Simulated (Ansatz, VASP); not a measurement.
# Hf (Hafnium) in two plane-wave programs

Wanted: the spread between two codes on one cell, functional and k mesh. The cell is taken from a series of runs on this material, whose earlier steps may have relaxed, scaled, displaced or heated it; both programs get it as it stands.

Method: plane waves, with VASP 6.6.1 beside it; zone-centre phonons at LDA, in Ansatz 0.2.0.

**1. Starting point**

Symmetry: P6_3/mmc, No. 194, hexagonal system. The conventional cell has a = 3.130 Å, b = 3.130 Å, c = 4.890 Å, α = 90.00°, β = 90.00°, γ = 120.00°. Nearest to Hf lie 12 Hf at 3.04 to 3.13 Å.

Structure file:

```cif
data_structure
_symmetry_space_group_name_H-M 'P 1'
_symmetry_Int_Tables_number 1
_cell_length_a 3.1301
_cell_length_b 3.1301
_cell_length_c 4.8900
_cell_angle_alpha 90.000
_cell_angle_beta 90.000
_cell_angle_gamma 120.000
_cell_volume 41.49
loop_
_atom_site_label
_atom_site_type_symbol
_atom_site_fract_x
_atom_site_fract_y
_atom_site_fract_z
_atom_site_occupancy
Hf1 Hf 0.33333 0.66667 0.25000 1
Hf2 Hf 0.66667 0.33333 0.75000 1
```

**2. VASP: zone-centre phonons, LDA**

Second derivatives magnify differences that forces hide, and they need a tight electronic threshold.

Lines of VASP's logs that name or quote its potential files are left out, and so is its time.

Input file INCAR:

```
SYSTEM = Hf
PREC = Accurate
ENCUT = 500
EDIFF = 1E-08
NELM = 120
ISMEAR = 1
SIGMA = 0.2
LREAL = .FALSE.
ALGO = Normal
GGA = CA
NBANDS = 16
LASPH = .TRUE.
LORBIT = 11
LWAVE = .FALSE.
LCHARG = .FALSE.
ISIF = 2
IBRION = 8
GGA_COMPAT = .FALSE.
KPAR = 2
```

Input file POSCAR:

```
Hf
1.0
    3.1300850785      0.0000000000      0.0000000000
   -1.5650425393      2.7107331940      0.0000000000
    0.0000000000      0.0000000000      4.8900362527
Hf
2
Direct
    0.3333333343      0.6666666657      0.2500000000
    0.6666666657      0.3333333343      0.7500000000
```

Input file KPOINTS:

```
Automatic mesh
0
Gamma
15 15 8
0 0 0
```

Potentials, in the order of the species: Hf_pv (LDA family, release 64).

Started as:

```console
$ mpirun -np 2 vasp_std
```

Numbers of over 12 decimals in the logs are rounded to 6 here.

What it wrote:

```text
[banner, memory and clock lines left out]
running    2 mpi-ranks, on    1 nodes
 distrk:  each k-point on    1 cores,    2 groups
 distr:  one band on    1 cores,    1 groups

 POSCAR found type information on POSCAR Hf
 POSCAR found :  1 types and       2 ions
 LDA part: xc-table for (Slater(with rela. corr.)+CA(PZ))
 , standard interpolation
 POSCAR, INCAR and KPOINTS ok, starting setup
 FFT: planning ... GRIDC
 FFT: planning ... GRID_SOFT
 FFT: planning ... GRID
 WAVECAR not read
 entering main loop
       N       E                     dE             d eps       ncg     rms          rms(c)
DAV:   1     0.461969305319E+02    0.46197E+02   -0.11393E+04  4336   0.116E+03
DAV:   2    -0.205747337221E+02   -0.66772E+02   -0.65227E+02  5808   0.251E+02
DAV:   3    -0.220779960298E+02   -0.15033E+01   -0.14926E+01  5632   0.261E+01
DAV:   4    -0.220886205161E+02   -0.10624E-01   -0.10623E-01  5408   0.266E+00
DAV:   5    -0.220887473812E+02   -0.12687E-03   -0.12686E-03  5584   0.237E-01    0.685E+01
DAV:   6    -0.215777390238E+02    0.51101E+00   -0.43725E-01  5192   0.440E+00    0.404E+01
DAV:   7    -0.213949095886E+02    0.18283E+00   -0.70116E-01  5328   0.537E+00    0.190E+00
DAV:   8    -0.213863443327E+02    0.85653E-02   -0.43066E-02  4960   0.146E+00    0.337E-01
DAV:   9    -0.213864244525E+02   -0.80120E-04   -0.93553E-04  5864   0.223E-01    0.176E-01
DAV:  10    -0.213864209780E+02    0.34745E-05   -0.46457E-05  5144   0.491E-02    0.203E-01
DAV:  11    -0.213864176607E+02    0.33173E-05   -0.48575E-06  5760   0.148E-02    0.101E-02
DAV:  12    -0.213864176340E+02    0.26670E-07   -0.43268E-07  5072   0.451E-03    0.775E-03
DAV:  13    -0.213864176192E+02    0.14769E-07   -0.31799E-08  4992   0.130E-03    0.963E-04
DAV:  14    -0.213864176199E+02   -0.64847E-09   -0.13850E-09  3072   0.311E-04
   1 F= -.21386418E+02 E0= -.21387700E+02  d E =0.384787E-02
 Linear response reoptimize wavefunctions to high precision
DAV:   1    -0.213864176197E+02    0.16712E-09   -0.20285E-10  3256   0.117E-04
DAV:   2    -0.213864176197E+02    0.13642E-10   -0.34642E-11  2728   0.454E-05
 Linear response DOF=           2
 Linear response progress:
  Degree of freedom:   1/  2
       N       E                     dE             d eps       ncg     rms          rms(c)
RMM:   1    -0.197930444173E+00   -0.19793E+00    0.46163E+00 18664   0.118E+01
RMM:   2    -0.202682216639E+00   -0.47518E-02   -0.37822E-02 27667   0.120E+00    0.612E-01
RMM:   3    -0.201966478264E+00    0.71574E-03   -0.42625E-03 34790   0.253E-01    0.123E-01
RMM:   4    -0.201630738005E+00    0.33574E-03   -0.47546E-04 41049   0.873E-02    0.195E-01
RMM:   5    -0.201256748277E+00    0.37399E-03   -0.59904E-05 38265   0.359E-02    0.155E-02
RMM:   6    -0.201176809908E+00    0.79938E-04   -0.52679E-05 42623   0.136E-02    0.299E-02
RMM:   7    -0.201183444284E+00   -0.66344E-05   -0.39501E-05 38175   0.608E-03    0.355E-02
RMM:   8    -0.201175272083E+00    0.81722E-05   -0.89406E-06 39157   0.228E-03    0.138E-02
RMM:   9    -0.201174232822E+00    0.10393E-05   -0.10036E-05 41584   0.885E-04    0.705E-03
RMM:  10    -0.201174463546E+00   -0.23072E-06   -0.51333E-06 41862   0.410E-04    0.119E-03
RMM:  11    -0.201174072951E+00    0.39060E-06   -0.30258E-06 41102   0.280E-04    0.572E-04
RMM:  12    -0.201174061526E+00    0.11424E-07   -0.16743E-06 41415   0.121E-04    0.339E-05
RMM:  13    -0.201174096765E+00   -0.35238E-07   -0.10410E-06 41218   0.700E-05    0.137E-04
RMM:  14    -0.201174102429E+00   -0.56640E-08   -0.51410E-07 36961   0.533E-05    0.779E-06
RMM:  15    -0.201174112442E+00   -0.10014E-07   -0.31755E-07 35719   0.460E-05    0.271E-05
RMM:  16    -0.201174116068E+00   -0.36260E-08   -0.18672E-07 28266   0.419E-05    0.103E-05
RMM:  17    -0.201174119434E+00   -0.33653E-08   -0.11958E-07 27635   0.401E-05    0.150E-06
RMM:  18    -0.201174122073E+00   -0.26390E-08   -0.83758E-08 26510   0.391E-05    0.255E-06
 first order change of Fermi-energy  -0.33477E-05
 force on displaced ion       1 direction 1 :  -1.785  -0.000   0.000
 Linear response progress:
  Degree of freedom:   2/  2
       N       E                     dE             d eps       ncg     rms          rms(c)
RMM:   1    -0.239236919733E+00   -0.23924E+00    0.49409E+00  6440   0.122E+01
RMM:   2    -0.249153122221E+00   -0.99162E-02   -0.43630E-02  9550   0.124E+00    0.755E-01
RMM:   3    -0.248435886438E+00    0.71724E-03   -0.34077E-03 11114   0.277E-01    0.226E-01
RMM:   4    -0.248231353090E+00    0.20453E-03    0.12818E-05 13267   0.936E-02    0.206E-01
RMM:   5    -0.248007368143E+00    0.22398E-03    0.32897E-05 13054   0.435E-02    0.484E-02
RMM:   6    -0.247936314026E+00    0.71054E-04    0.57208E-05 11195   0.181E-02    0.421E-02
RMM:   7    -0.247972241962E+00   -0.35928E-04   -0.76735E-05 12525   0.701E-03    0.109E-02
RMM:   8    -0.247966144862E+00    0.60971E-05    0.58372E-06 13522   0.292E-03    0.243E-03
RMM:   9    -0.247959945762E+00    0.61991E-05    0.57849E-07 13421   0.144E-03    0.119E-03
RMM:  10    -0.247959898702E+00    0.47060E-07   -0.50838E-06 12843   0.558E-04    0.456E-04
RMM:  11    -0.247959965963E+00   -0.67261E-07   -0.50404E-06 13048   0.243E-04    0.868E-05
RMM:  12    -0.247959652013E+00    0.31395E-06   -0.24995E-06 13809   0.108E-04    0.798E-05
RMM:  13    -0.247959610175E+00    0.41838E-07   -0.21912E-06 13313   0.672E-05    0.329E-05
RMM:  14    -0.247959350692E+00    0.25948E-06    0.26806E-07 14098   0.494E-05    0.109E-05
RMM:  15    -0.247959444696E+00   -0.94004E-07   -0.71408E-07 13225   0.406E-05    0.411E-06
RMM:  16    -0.247959353807E+00    0.90888E-07    0.17412E-07 10556   0.367E-05    0.139E-06
RMM:  17    -0.247959370137E+00   -0.16330E-07    0.24066E-08  9318   0.352E-05    0.477E-07
RMM:  18    -0.247959357319E+00    0.12818E-07    0.13428E-07  8352   0.343E-05    0.948E-07
RMM:  19    -0.247959358680E+00   -0.13611E-08    0.10816E-07  9289   0.340E-05    0.646E-07
RMM:  20    -0.247959355948E+00    0.27317E-08    0.14799E-07  7270   0.335E-05    0.504E-07
RMM:  21    -0.247959359759E+00   -0.38109E-08    0.99920E-08  6869   0.334E-05    0.251E-07
 first order change of Fermi-energy  -0.15349E-03
 force on displaced ion       1 direction 3 :   0.000  -0.000  -4.805
 Linear response finished
```

OUTCAR, selected parts (step 2):

```text
ion  position               nearest neighbor table
   1  0.333  0.667  0.250-   2 3.04   2 3.04   2 3.04   2 3.04   2 3.04   2 3.04
   2  0.667  0.333  0.750-   1 3.04   1 3.04   1 3.04   1 3.04   1 3.04   1 3.04

  LATTYP: Found a hexagonal cell.
 ALAT       =     3.1300850785
 C/A-ratio  =     1.5622694368

 Subroutine GETGRP returns: Found 24 space group operations
 (whereof 12 operations were pure point group operations)

The static configuration has the point symmetry D_3d.
 The point group associated with its full space group is D_6h.

 Found    135 irreducible k-points:

   k-points           NKPTS =    135   k-points in BZ     NKDIM =    135   number of bands    NBANDS=     16

   dimension x,y,z NGX =    24 NGY =   24 NGZ =   36
   dimension x,y,z NGXF=    48 NGYF=   48 NGZF=   72

   ENCUT  =  500.0 eV  36.75 Ry    6.06 a.u.   5.71  5.71  8.92*2*pi/ulx,y,z

   NELECT =      20.0000    total number of electrons

 k-points in reciprocal lattice and weights: Automatic mesh
   0.00000000  0.00000000  0.00000000       0.001
   0.06666667  0.00000000  0.00000000       0.003
   0.13333333 -0.00000000  0.00000000       0.003
   0.20000000 -0.00000000  0.00000000       0.003
   0.26666667 -0.00000000  0.00000000       0.003
   0.33333333 -0.00000000  0.00000000       0.003
   0.40000000  0.00000000  0.00000000       0.003
   0.46666667 -0.00000000  0.00000000       0.003
   0.06666667  0.06666667  0.00000000       0.003
[...]
0.33333333  0.26666667  0.50000000       0.007
   0.33333333  0.33333333  0.50000000       0.001

 average (electrostatic) potential at core
       1 -36.9054       2 -36.9054

  Total        0.0231057      0.0231057      0.4708162     -0.0000000      0.0000000      0.0000000
  in kB        0.8922274      0.8922274     18.1805494     -0.0000000      0.0000000      0.0000000
  external PRESSURE =       6.6550014 kB  Pullay stress =       0.0000000 kB

  energy-cutoff  :      500.00
  volume of cell :       41.49
      direct lattice vectors                 reciprocal lattice vectors
     3.130085079  0.000000000  0.000000000     0.319480134  0.184451941  0.000000000
    -1.565042539  2.710733194  0.000000000     0.000000000  0.368903883  0.000000000
     0.000000000  0.000000000  4.890036253     0.000000000  0.000000000  0.204497461

 POSITION                                       TOTAL-FORCE (eV/Angst)
 -----------------------------------------------------------------------------------
      0.00000      1.80716      1.22251        -0.000000      0.000000      0.000000
      1.56504      0.90358      3.66753         0.000000     -0.000000      0.000000
 -----------------------------------------------------------------------------------
    total drift:                               -0.000000      0.000000     -0.000000

 Eigenvectors and eigenvalues of the dynamical matrix
 ----------------------------------------------------

   1 f  =    3.627535 THz    22.792473 2PiTHz  121.001535 cm-1    15.002272 meV
             X         Y         Z           dx          dy          dz
      0.000000  1.807155  1.222509    -0.000000   -0.000000    0.707107
      1.565043  0.903578  3.667527     0.000000    0.000000   -0.707107

   2 f  =    2.211177 THz    13.893235 2PiTHz   73.756928 cm-1     9.144689 meV
             X         Y         Z           dx          dy          dz
      0.000000  1.807155  1.222509    -0.435738    0.556896    0.000000
      1.565043  0.903578  3.667527     0.435738   -0.556896   -0.000000

   3 f  =    2.211177 THz    13.893235 2PiTHz   73.756928 cm-1     9.144689 meV
             X         Y         Z           dx          dy          dz
      0.000000  1.807155  1.222509    -0.556896   -0.435738   -0.000000
      1.565043  0.903578  3.667527     0.556896    0.435738    0.000000

   4 f  =    0.000000 THz     0.000000 2PiTHz    0.000002 cm-1     0.000000 meV
             X         Y         Z           dx          dy          dz
      0.000000  1.807155  1.222509     0.057361    0.599561    0.370455
      1.565043  0.903578  3.667527     0.057361    0.599561    0.370455

   5 f  =    0.000000 THz     0.000000 2PiTHz    0.000000 cm-1     0.000000 meV
             X         Y         Z           dx          dy          dz
      0.000000  1.807155  1.222509     0.702991   -0.022233   -0.072868
      1.565043  0.903578  3.667527     0.702991   -0.022233   -0.072868

   6 f/i=    0.000000 THz     0.000000 2PiTHz    0.000001 cm-1     0.000000 meV
             X         Y         Z           dx          dy          dz
      0.000000  1.807155  1.222509    -0.050138    0.374210   -0.597874
      1.565043  0.903578  3.667527    -0.050138    0.374210   -0.597874

 ELASTIC MODULI CONTR FROM IONIC RELAXATION (kBar)
 Direction    XX          YY          ZZ          XY          YZ          ZX
 --------------------------------------------------------------------------------
 XX        -147.9497    147.9497     -0.0000      0.0000      0.0000     -0.0000
 YY         147.9497   -147.9497      0.0000      0.0000      0.0000      0.0000
 ZZ          -0.0000      0.0000     -0.0000      0.0000      0.0000      0.0000
 XY           0.0000      0.0000      0.0000   -147.9497      0.0000      0.0000
 YZ           0.0000      0.0000      0.0000      0.0000      0.0000      0.0000
 ZX          -0.0000      0.0000      0.0000      0.0000      0.0000     -0.0000
 --------------------------------------------------------------------------------
```

(Part 1 of 2 ends here.)

[Lines on the potential files, build, host, timing and source positions are cut from VASP's logs without a mark.]

[Logs are printed without paths, hosts, clocks, repeated set-up lines and the standing remarks that a program may print on its own settings, such as how far it seeks lower states.]

[Hosts, paths, dates, database ids (printed as entryN), source tags and the programs' standing remarks are cut or masked in the printed files.]
